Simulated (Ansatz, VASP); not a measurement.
**HfB2: VASP beside Ansatz**

Wanted: the spread between two codes on one cell, functional and k mesh. The cell is taken from a series of runs on this material, whose earlier steps may have relaxed, scaled, displaced or heated it; both programs get it as it stands.

Method: plane waves, with VASP 6.6.1 beside it; zone-centre phonons at LDA, in Ansatz 0.2.0.

**1. Set-up**

Symmetry: P6/mmm, No. 191, hexagonal system. The conventional cell has a = 3.044 Å, b = 3.044 Å, c = 3.343 Å, α = 90.00°, β = 90.00°, γ = 120.00°. Nearest to B lie 3 B at 1.76 Å and 6 Hf at 2.43 Å. Hf has 12 B at 2.43 Å nearest. Farther neighbours are not listed.

Structure file:

```
B Hf
1.0
     3.04405    0.00000    0.00000
    -1.52203    2.63623    0.00000
     0.00000    0.00000    3.34266
B Hf
2 1
Direct
  0.33333 0.66667 0.50000
  0.66667 0.33333 0.50000
  0.00000 0.00000 0.00000
```

**2. VASP: zone-centre phonons, LDA**

Second derivatives magnify differences that forces hide, and they need a tight electronic threshold.

Lines of VASP's logs that name or quote its potential files are left out, and so is its time.

INCAR reads:

```
SYSTEM = HfB2
PREC = Accurate
ENCUT = 500
EDIFF = 1E-08
NELM = 120
ISMEAR = 1
SIGMA = 0.2
LREAL = .FALSE.
ALGO = Normal
GGA = PW92
NBANDS = 14
LASPH = .TRUE.
LORBIT = 11
LWAVE = .FALSE.
LCHARG = .FALSE.
ISIF = 2
IBRION = 8
GGA_COMPAT = .FALSE.
KPAR = 2
```

POSCAR reads:

```
HfB2
1.0
    3.0440523920      0.0000000000      0.0000000000
   -1.5220261960      2.6362267019      0.0000000000
    0.0000000000      0.0000000000      3.3426625505
B Hf
2 1
Direct
    0.3333333333      0.6666666667      0.5000000000
    0.6666666667      0.3333333333      0.5000000000
    0.0000000000      0.0000000000      0.0000000000
```

KPOINTS reads:

```
Automatic mesh
0
Gamma
15 15 12
0 0 0
```

The projector-augmented-wave data sets are B and Hf_pv (LDA family, release 64).

Command:

```bash
$ mpirun -np 2 vasp_std
```

Numbers of over 12 decimals in the logs are rounded to 6 here.

The log of the run:

```text
[banner, memory and clock lines left out]
running    2 mpi-ranks, on    1 nodes
 distrk:  each k-point on    1 cores,    2 groups
 distr:  one band on    1 cores,    1 groups

 POSCAR found type information on POSCAR B Hf
 POSCAR found :  2 types and       3 ions
|                                                                             |
|               ----> ADVICE to this user running VASP <----                  |
|                                                                             |
|     You enforced a specific xc type in the INCAR file but a different       |
|     [... a line on the potential file left out ...]
|     I HOPE YOU KNOW WHAT YOU ARE DOING!                                     |
|                                                                             |

 LDA part: xc-table for (Slater(with rela. corr.)+PW92), standard interpolation
 POSCAR, INCAR and KPOINTS ok, starting setup
 FFT: planning ... GRIDC
 FFT: planning ... GRID_SOFT
 FFT: planning ... GRID
 WAVECAR not read
 entering main loop
       N       E                     dE             d eps       ncg     rms          rms(c)
DAV:   1     0.262859423993E+02    0.26286E+02   -0.80536E+03  5292   0.107E+03
DAV:   2    -0.299771582296E+02   -0.56263E+02   -0.52688E+02  6898   0.227E+02
DAV:   3    -0.314558301953E+02   -0.14787E+01   -0.14715E+01  7056   0.279E+01
DAV:   4    -0.314616119288E+02   -0.57817E-02   -0.57811E-02  6078   0.210E+00
DAV:   5    -0.314616436771E+02   -0.31748E-04   -0.31749E-04  7020   0.136E-01    0.635E+01
DAV:   6    -0.289927736083E+02    0.24689E+01   -0.36871E+00  6312   0.139E+01    0.459E+01
DAV:   7    -0.289393627857E+02    0.53411E-01   -0.12715E+00  6738   0.828E+00    0.118E+01
DAV:   8    -0.288526598822E+02    0.86703E-01   -0.37292E-01  6294   0.468E+00    0.167E+00
DAV:   9    -0.288479639088E+02    0.46960E-02   -0.26770E-02  6192   0.134E+00    0.449E-01
DAV:  10    -0.288477206837E+02    0.24323E-03   -0.98923E-04  6702   0.276E-01    0.262E-01
DAV:  11    -0.288477253403E+02   -0.46566E-05   -0.54559E-05  6402   0.576E-02    0.611E-02
DAV:  12    -0.288477239566E+02    0.13837E-05   -0.28631E-06  6366   0.132E-02    0.242E-02
DAV:  13    -0.288477239735E+02   -0.16898E-07   -0.17548E-07  6684   0.343E-03    0.647E-03
DAV:  14    -0.288477239581E+02    0.15407E-07   -0.28671E-08  6296   0.142E-03    0.425E-03
DAV:  15    -0.288477239581E+02    0.22737E-11   -0.46564E-09  2934   0.587E-04
   1 F= -.28847724E+02 E0= -.28847807E+02  d E =0.249642E-03
 Linear response reoptimize wavefunctions to high precision
DAV:   1    -0.288477239581E+02    0.21828E-10   -0.46617E-10  3810   0.193E-04
 Linear response DOF=           4
 Linear response progress:
  Degree of freedom:   1/  4
       N       E                     dE             d eps       ncg     rms          rms(c)
RMM:   1    -0.470208319917E-01   -0.47021E-01    0.23872E-02 53039   0.121E+00
RMM:   2    -0.455338796515E-01    0.14870E-02   -0.12630E-03 37294   0.212E-01    0.331E-01
RMM:   3    -0.452808770491E-01    0.25300E-03   -0.66819E-04 33401   0.133E-01    0.175E-01
RMM:   4    -0.458509136029E-01   -0.57004E-03   -0.63713E-04 33795   0.124E-01    0.220E-02
RMM:   5    -0.458162756615E-01    0.34638E-04   -0.17865E-05 36747   0.247E-02    0.721E-03
RMM:   6    -0.458143039884E-01    0.19717E-05   -0.73239E-07 39444   0.435E-03    0.261E-03
RMM:   7    -0.458100816729E-01    0.42223E-05   -0.81683E-08 39826   0.170E-03    0.146E-03
RMM:   8    -0.458111533792E-01   -0.10717E-05   -0.10496E-08 41678   0.322E-04    0.574E-04
RMM:   9    -0.458117022210E-01   -0.54884E-06   -0.94871E-09 41373   0.110E-04    0.153E-04
RMM:  10    -0.458116970703E-01    0.51507E-08   -0.79433E-09 41487   0.444E-05    0.330E-05
 first order change of Fermi-energy   0.11900E-04
 force on displaced ion       1 direction 1 : -20.736  -0.000   0.000
 Linear response progress:
  Degree of freedom:   2/  4
       N       E                     dE             d eps       ncg     rms          rms(c)
RMM:   1    -0.474265921160E-01   -0.47427E-01    0.47075E-02 18335   0.138E+00
RMM:   2    -0.472711671174E-01    0.15542E-03   -0.10874E-03 13297   0.207E-01    0.540E-01
RMM:   3    -0.470113473804E-01    0.25982E-03   -0.92138E-04 12038   0.157E-01    0.251E-01
RMM:   4    -0.474828839145E-01   -0.47154E-03   -0.46257E-04 13169   0.104E-01    0.336E-02
RMM:   5    -0.475304165897E-01   -0.47533E-04   -0.22529E-05 13446   0.306E-02    0.103E-02
RMM:   6    -0.475302593417E-01    0.15725E-06   -0.93028E-07 13609   0.628E-03    0.257E-03
RMM:   7    -0.475164334631E-01    0.13826E-04   -0.18517E-07 12837   0.243E-03    0.254E-04
RMM:   8    -0.475161824624E-01    0.25100E-06    0.10077E-09 14414   0.464E-04    0.141E-04
RMM:   9    -0.475162370420E-01   -0.54580E-07    0.19695E-08 14395   0.103E-04    0.554E-05
RMM:  10    -0.475162992600E-01   -0.62218E-07    0.55537E-09 15358   0.208E-05    0.140E-05
RMM:  11    -0.475162765799E-01    0.22680E-07   -0.27192E-10 14429   0.802E-06    0.214E-06
RMM:  12    -0.475162796352E-01   -0.30553E-08    0.11766E-09 12192   0.203E-06    0.770E-07
 first order change of Fermi-energy  -0.54716E-04
 force on displaced ion       1 direction 3 :   0.000  -0.000 -12.897
 Linear response progress:
  Degree of freedom:   3/  4
       N       E                     dE             d eps       ncg     rms          rms(c)
RMM:   1    -0.202475846781E+00   -0.20248E+00    0.46645E+00 13957   0.123E+01
RMM:   2    -0.198088499131E+00    0.43873E-02   -0.31794E-02 19342   0.122E+00    0.599E-01
RMM:   3    -0.197540783125E+00    0.54772E-03   -0.97666E-04 25141   0.151E-01    0.262E-01
RMM:   4    -0.197122358155E+00    0.41842E-03   -0.67721E-05 26273   0.483E-02    0.159E-01
RMM:   5    -0.196723297753E+00    0.39906E-03   -0.26167E-05 26736   0.339E-02    0.121E-02
RMM:   6    -0.196719374548E+00    0.39232E-05   -0.20518E-06 25542   0.966E-03    0.455E-03
RMM:   7    -0.196733259998E+00   -0.13885E-04   -0.12139E-07 27912   0.232E-03    0.474E-03
RMM:   8    -0.196733740347E+00   -0.48035E-06   -0.24584E-06 26922   0.526E-04    0.890E-04
RMM:   9    -0.196733563746E+00    0.17660E-06   -0.19702E-06 28761   0.197E-04    0.535E-04
RMM:  10    -0.196733953848E+00   -0.39010E-06   -0.11097E-06 27985   0.661E-05    0.175E-05
RMM:  11    -0.196733935784E+00    0.18064E-07   -0.52029E-07 28222   0.254E-05    0.423E-05
RMM:  12    -0.196733967258E+00   -0.31474E-07   -0.25723E-07 26981   0.125E-05    0.756E-06
RMM:  13    -0.196733967614E+00   -0.35603E-09   -0.12511E-07 21186   0.647E-06    0.677E-06
RMM:  14    -0.196733971245E+00   -0.36307E-08   -0.64145E-08 17483   0.427E-06    0.187E-06
 first order change of Fermi-energy   0.72635E-04
 force on displaced ion       3 direction 1 : -17.734  -0.000   0.000
 Linear response progress:
  Degree of freedom:   4/  4
       N       E                     dE             d eps       ncg     rms          rms(c)
RMM:   1    -0.225068171998E+00   -0.22507E+00    0.45979E+00  6064   0.125E+01
RMM:   2    -0.221249978512E+00    0.38182E-02   -0.36673E-02  8149   0.129E+00    0.100E+00
RMM:   3    -0.220814067816E+00    0.43591E-03   -0.19844E-03 10449   0.205E-01    0.496E-01
RMM:   4    -0.220475452498E+00    0.33862E-03   -0.23236E-04  9943   0.753E-02    0.180E-01
RMM:   5    -0.220280693736E+00    0.19476E-03   -0.22864E-05 10672   0.294E-02    0.278E-02
RMM:   6    -0.220232314013E+00    0.48380E-04   -0.24242E-06 10581   0.901E-03    0.591E-03
RMM:   7    -0.220241833128E+00   -0.95191E-05    0.11203E-05 11103   0.331E-03    0.556E-03
RMM:   8    -0.220237302537E+00    0.45306E-05    0.22506E-05 11529   0.976E-04    0.172E-03
RMM:   9    -0.220236180458E+00    0.11221E-05    0.11919E-05 11882   0.321E-04    0.146E-04
RMM:  10    -0.220236074811E+00    0.10565E-06    0.56272E-06 12459   0.112E-04    0.422E-05
RMM:  11    -0.220236030554E+00    0.44256E-07    0.25425E-06 12015   0.460E-05    0.474E-05
RMM:  12    -0.220236010480E+00    0.20074E-07    0.12359E-06 11478   0.233E-05    0.380E-06
RMM:  13    -0.220236011519E+00   -0.10385E-08    0.58946E-07 10321   0.120E-05    0.567E-06
RMM:  14    -0.220236001130E+00    0.10388E-07    0.30476E-07  9170   0.693E-06    0.142E-07
RMM:  15    -0.220236002293E+00   -0.11629E-08    0.15358E-07  7156   0.429E-06    0.756E-07
RMM:  16    -0.220236000528E+00    0.17653E-08    0.80064E-08  7004   0.322E-06    0.575E-07
 first order change of Fermi-energy   0.34107E-04
 force on displaced ion       3 direction 3 :   0.000  -0.000 -20.950
 Linear response finished
```

From OUTCAR (step 2):

```text
ion  position               nearest neighbor table
   1  0.333  0.667  0.500-   2 1.76   2 1.76   2 1.76   3 2.43   3 2.43   3 2.43   3 2.43   3 2.43
                             3 2.43
   2  0.667  0.333  0.500-   1 1.76   1 1.76   1 1.76   3 2.43   3 2.43   3 2.43   3 2.43   3 2.43
                             3 2.43
   3  0.000  0.000  0.000-   1 2.43   2 2.43   1 2.43   2 2.43   1 2.43   1 2.43   2 2.43   2 2.43
                             2 2.43   2 2.43   1 2.43   1 2.43

  LATTYP: Found a hexagonal cell.
 ALAT       =     3.0440523920
 C/A-ratio  =     1.0980962612

 Subroutine GETGRP returns: Found 24 space group operations
 (whereof 24 operations were pure point group operations)

The static configuration has the point symmetry D_6h.

 Found    189 irreducible k-points:

   k-points           NKPTS =    189   k-points in BZ     NKDIM =    189   number of bands    NBANDS=     14

   dimension x,y,z NGX =    24 NGY =   24 NGZ =   24
   dimension x,y,z NGXF=    48 NGYF=   48 NGZF=   48

   ENCUT  =  500.0 eV  36.75 Ry    6.06 a.u.   5.55  5.55  6.09*2*pi/ulx,y,z

   NELECT =      16.0000    total number of electrons

 k-points in reciprocal lattice and weights: Automatic mesh
   0.00000000  0.00000000  0.00000000       0.000
   0.06666667  0.00000000  0.00000000       0.002
   0.13333333  0.00000000  0.00000000       0.002
   0.20000000  0.00000000  0.00000000       0.002
   0.26666667  0.00000000  0.00000000       0.002
   0.33333333  0.00000000  0.00000000       0.002
   0.40000000  0.00000000  0.00000000       0.002
   0.46666667  0.00000000  0.00000000       0.002
   0.06666667  0.06666667  0.00000000       0.002
[...]
0.33333333  0.26666667  0.50000000       0.004
   0.33333333  0.33333333  0.50000000       0.001

 average (electrostatic) potential at core
       1 -29.1490       2 -29.1490       3 -33.2390

  Total        3.2754067      3.2754067      3.4362748      0.0000000      0.0000000      0.0000000
  in kB      195.6358315    195.6358315    205.2442757      0.0000000      0.0000000      0.0000000
  external PRESSURE =     198.8386463 kB  Pullay stress =       0.0000000 kB

  energy-cutoff  :      500.00
  volume of cell :       26.82
      direct lattice vectors                 reciprocal lattice vectors
     3.044052392  0.000000000  0.000000000     0.328509458  0.189665024  0.000000000
    -1.522026196  2.636226702  0.000000000     0.000000000  0.379330047  0.000000000
     0.000000000  0.000000000  3.342662551     0.000000000  0.000000000  0.299162714

 POSITION                                       TOTAL-FORCE (eV/Angst)
 -----------------------------------------------------------------------------------
     -0.00000      1.75748      1.67133        -0.000000     -0.000000      0.000000
      1.52203      0.87874      1.67133         0.000000      0.000000      0.000000
      0.00000      0.00000      0.00000         0.000000      0.000000      0.000000
 -----------------------------------------------------------------------------------
    total drift:                               -0.000000      0.000000      0.000000

 Eigenvectors and eigenvalues of the dynamical matrix
 ----------------------------------------------------

   1 f  =   27.148705 THz   170.580342 2PiTHz  905.583310 cm-1   112.277970 meV
             X         Y         Z           dx          dy          dz
     -0.000000  1.757484  1.671331    -0.707107   -0.000000   -0.000000
      1.522026  0.878742  1.671331     0.707107    0.000000    0.000000
      0.000000  0.000000  0.000000    -0.000000   -0.000000    0.000000

   2 f  =   27.148705 THz   170.580342 2PiTHz  905.583310 cm-1   112.277970 meV
             X         Y         Z           dx          dy          dz
     -0.000000  1.757484  1.671331    -0.000000    0.707107    0.000000
      1.522026  0.878742  1.671331     0.000000   -0.707107   -0.000000
      0.000000  0.000000  0.000000     0.000000    0.000000    0.000000

   3 f  =   18.605690 THz   116.902995 2PiTHz  620.618999 cm-1    76.946914 meV
             X         Y         Z           dx          dy          dz
     -0.000000  1.757484  1.671331    -0.000000    0.000000    0.707107
      1.522026  0.878742  1.671331    -0.000000    0.000000   -0.707107
      0.000000  0.000000  0.000000    -0.000000   -0.000000    0.000000

   4 f  =   16.297778 THz   102.401959 2PiTHz  543.635354 cm-1    67.402163 meV
             X         Y         Z           dx          dy          dz
     -0.000000  1.757484  1.671331    -0.000000   -0.000000   -0.667833
      1.522026  0.878742  1.671331    -0.000000   -0.000000   -0.667833
      0.000000  0.000000  0.000000    -0.000000   -0.000000    0.328632

   5 f  =   14.992449 THz    94.200333 2PiTHz  500.094257 cm-1    62.003758 meV
             X         Y         Z           dx          dy          dz
     -0.000000  1.757484  1.671331     0.667821   -0.000000    0.000000
      1.522026  0.878742  1.671331     0.667821   -0.000000   -0.000000
      0.000000  0.000000  0.000000    -0.328678    0.000000    0.000000

   6 f  =   14.992449 THz    94.200333 2PiTHz  500.094257 cm-1    62.003758 meV
             X         Y         Z           dx          dy          dz
     -0.000000  1.757484  1.671331     0.000000    0.667821   -0.000000
      1.522026  0.878742  1.671331     0.000000    0.667821   -0.000000
      0.000000  0.000000  0.000000     0.000000   -0.328678    0.000000

   7 f/i=    0.000487 THz     0.003060 2PiTHz    0.016244 cm-1     0.002014 meV
             X         Y         Z           dx          dy          dz
     -0.000000  1.757484  1.671331    -0.232411   -0.000000    0.000000
      1.522026  0.878742  1.671331    -0.232411   -0.000000   -0.000000
      0.000000  0.000000  0.000000    -0.944442    0.000000    0.000000

   8 f/i=    0.000487 THz     0.003060 2PiTHz    0.016244 cm-1     0.002014 meV
             X         Y         Z           dx          dy          dz
     -0.000000  1.757484  1.671331     0.000000   -0.232411   -0.000000
      1.522026  0.878742  1.671331     0.000000   -0.232411   -0.000000
      0.000000  0.000000  0.000000    -0.000000   -0.944442   -0.000000

   9 f/i=    0.001324 THz     0.008319 2PiTHz    0.044164 cm-1     0.005476 meV
             X         Y         Z           dx          dy          dz
     -0.000000  1.757484  1.671331     0.000000   -0.000000    0.232378
      1.522026  0.878742  1.671331     0.000000   -0.000000    0.232378
      0.000000  0.000000  0.000000    -0.000000   -0.000000    0.944458

 ELASTIC MODULI CONTR FROM IONIC RELAXATION (kBar)
 Direction    XX          YY          ZZ          XY          YZ          ZX
 --------------------------------------------------------------------------------
 XX          -0.0434      0.0434      0.0000     -0.0000     -0.0000      0.0000
 YY           0.0434     -0.0434      0.0000      0.0000      0.0000      0.0000
 ZZ           0.0000      0.0000      0.0000      0.0000      0.0000      0.0000
 XY          -0.0000      0.0000      0.0000     -0.0434     -0.0000      0.0000
 YZ          -0.0000      0.0000      0.0000     -0.0000     -0.0000      0.0000
 ZX           0.0000      0.0000      0.0000      0.0000      0.0000      0.0000
 --------------------------------------------------------------------------------
```

(Part 1 of 2 ends here.)

[Lines on the potential files, build, host, timing and source positions are cut from VASP's logs without a mark.]

[Logs are printed without paths, hosts, clocks, repeated set-up lines and the standing remarks that a program may print on its own settings, such as how far it seeks lower states.]

[Hosts, paths, dates, database ids (printed as entryN), source tags and the programs' standing remarks are cut or masked in the printed files.]
